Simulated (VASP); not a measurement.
The system is Be3ZnTe4.

```xyz
8
Lattice="5.6593 0.0000 0.0000 0.0000 5.6593 0.0000 0.0000 0.0000 5.6593" Properties=species:S:1:pos:R:3 pbc="T T T"
Be    0.0000    2.8297    2.8297
Be    2.8297    0.0000    2.8297
Be    2.8297    2.8297    0.0000
Zn    2.8297    2.8297    2.8297
Te    2.8297    0.0000    0.0000
Te    0.0000    2.8297    0.0000
Te    0.0000    0.0000    2.8297
Te    0.0000    0.0000    0.0000
```

The cell was built by a generator and needn't be a form met in nature.

| Item | Value |
| --- | --- |
| Program | VASP 6.6.1 |
| Task | relaxation of cell and atoms |
| Functional | PBE |
| Potentials or basis | VASP PAW PBE potentials, release 64 (Be, Zn, Te) |
| Cutoff | 520 eV |
| k mesh | 3 × 3 × 3 |
| Occupations | gaussian, width 0.15 eV |
| Spin | no spin polarisation |

At the start: pressure 2.5 GPa; volume 22.66 Å³/atom.

Q: How do energy, volume and symmetry change on relaxing?

A: Over 3 steps the energy falls by 6.6 meV/atom and the volume is 23.55 Å³/atom (+3.9 %); space group Pm-3m (No. 221, to 0.05 Å).

The path:
| step | energy change (eV) | largest force (eV/Å) | pressure (GPa) | volume (Å³) |
| --- | --- | --- | --- | --- |
| 1 | 0.0000 | 0.0000 | 2.51 | 181.26 |
| 2 | -0.0499 | 0.0000 | -0.76 | 190.72 |
| 3 | -0.0524 | 0.0000 | 0.07 | 188.41 |

Final structure:
```
CELL_PARAMETERS angstrom
5.73278 0.00000 0.00000
0.00000 5.73278 0.00000
0.00000 0.00000 5.73278
ATOMIC_POSITIONS crystal
Be 0.00000 0.50000 0.50000
Be 0.50000 0.00000 0.50000
Be 0.50000 0.50000 0.00000
Zn 0.50000 0.50000 0.50000
Te 0.50000 0.00000 0.00000
Te 0.00000 0.50000 0.00000
Te 0.00000 0.00000 0.50000
Te 0.00000 0.00000 0.00000
```

Caveat: the k mesh is coarse (spacing up to 0.37 Å⁻¹), so the values aren't converged.
